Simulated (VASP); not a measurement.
OSZICAR of a VASP run on SnO2 (rutile):

**OSZICAR**
```
       N       E                     dE             d eps       ncg     rms          rms(c)
DAV:   1     0.671859133011E+03    0.67186E+03   -0.26186E+04  1567   0.259E+03
DAV:   2     0.700050442286E+02   -0.60185E+03   -0.58075E+03  1685   0.684E+02
DAV:   3    -0.276332626469E+02   -0.97638E+02   -0.95884E+02  1719   0.229E+02
DAV:   4    -0.324772928329E+02   -0.48440E+01   -0.48245E+01  1763   0.565E+01
DAV:   5    -0.326343439399E+02   -0.15705E+00   -0.15700E+00  1838   0.104E+01    0.154E+01
DAV:   6    -0.264407273003E+02    0.61936E+01   -0.25944E+01  2403   0.733E+01    0.555E+00
DAV:   7    -0.265270603077E+02   -0.86333E-01   -0.21235E+00  1635   0.879E+00    0.314E+00
DAV:   8    -0.264969095867E+02    0.30151E-01   -0.35462E-01  2239   0.516E+00    0.841E-01
DAV:   9    -0.264788638164E+02    0.18046E-01   -0.98242E-02  2342   0.385E+00    0.144E-01
DAV:  10    -0.264794968513E+02   -0.63303E-03   -0.64862E-03  2206   0.824E-01    0.586E-02
DAV:  11    -0.264795021603E+02   -0.53090E-05   -0.52310E-04  2362   0.269E-01    0.244E-02
DAV:  12    -0.264795065782E+02   -0.44179E-05   -0.37314E-05  1741   0.439E-02    0.192E-02
DAV:  13    -0.264795019909E+02    0.45874E-05   -0.20082E-05  2408   0.469E-02    0.169E-03
DAV:  14    -0.264795022704E+02   -0.27949E-06   -0.13226E-06  1747   0.842E-03    0.977E-04
DAV:  15    -0.264795023350E+02   -0.64597E-07   -0.23758E-08  1129   0.203E-03
   1 F= -.26479502E+02 E0= -.26479502E+02  d E =-.264795E+02
       N       E                     dE             d eps       ncg     rms          rms(c)
DAV:   1    -0.264880014314E+02   -0.84992E-02   -0.10593E+00  1550   0.725E+00    0.564E-01
DAV:   2    -0.264860005838E+02    0.20008E-02   -0.47863E-02  1864   0.196E+00    0.326E-01
DAV:   3    -0.264826059479E+02    0.33946E-02   -0.40007E-03  2080   0.815E-01    0.766E-02
DAV:   4    -0.264826081233E+02   -0.21754E-05   -0.14392E-03  1910   0.277E-01    0.248E-02
DAV:   5    -0.264826004351E+02    0.76882E-05   -0.13348E-04  1713   0.113E-01    0.881E-03
DAV:   6    -0.264825995829E+02    0.85213E-06   -0.14527E-05  2084   0.413E-02    0.332E-03
DAV:   7    -0.264825997967E+02   -0.21373E-06   -0.14982E-06  2262   0.108E-02    0.239E-03
DAV:   8    -0.264825996721E+02    0.12454E-06   -0.33111E-07  1570   0.639E-03    0.291E-04
DAV:   9    -0.264825996734E+02   -0.12888E-08   -0.32671E-08  1038   0.156E-03
   2 F= -.26482600E+02 E0= -.26482600E+02  d E =-.309734E-02
       N       E                     dE             d eps       ncg     rms          rms(c)
DAV:   1    -0.264827528316E+02   -0.15316E-03   -0.20320E-02  1580   0.100E+00    0.782E-02
DAV:   2    -0.264827132491E+02    0.39583E-04   -0.91275E-04  1848   0.275E-01    0.453E-02
DAV:   3    -0.264826484506E+02    0.64799E-04   -0.77113E-05  2135   0.113E-01    0.107E-02
DAV:   4    -0.264826483807E+02    0.69893E-07   -0.27532E-05  1950   0.368E-02    0.344E-03
DAV:   5    -0.264826481196E+02    0.26104E-06   -0.25038E-06  1705   0.158E-02    0.121E-03
DAV:   6    -0.264826481377E+02   -0.18032E-07   -0.26000E-07  1518   0.639E-03
   3 F= -.26482648E+02 E0= -.26482648E+02  d E =-.314580E-02
       N       E                     dE             d eps       ncg     rms          rms(c)
DAV:   1    -0.264827664113E+02   -0.11829E-03   -0.16520E-02  1502   0.894E-01    0.635E-02
DAV:   2    -0.264827354856E+02    0.30926E-04   -0.34023E-04  2035   0.185E-01    0.378E-02
DAV:   3    -0.264827050338E+02    0.30452E-04   -0.24166E-05  2289   0.679E-02    0.619E-03
DAV:   4    -0.264827049037E+02    0.13011E-06   -0.69794E-06  2029   0.192E-02    0.189E-03
DAV:   5    -0.264827048611E+02    0.42613E-07   -0.28314E-07  1419   0.560E-03
   4 F= -.26482705E+02 E0= -.26482705E+02  d E =-.567235E-04
```

Question: Which electronic solver shows in the log?

Answer: It is blocked Davidson (ALGO = Normal, or the opening steps of other solvers). The INCAR had ALGO = Normal.

Question: Can the final energy be trusted as converged?

Answer: The calculation finished and met its thresholds. It stopped with EDIFF = 1E-7, NELM = 100, NSW = 30 and EDIFFG = -0.01 after 4 ionic steps (rev-vdW-DF2, plane waves, VASP's PBE PAW potentials (set 64)).

The compound is SnO2 in the rutile structure. This cell is one point of a volume scan, at 1.03 of the reference volume. Symmetry was kept, so distortions that lower it aren't found.
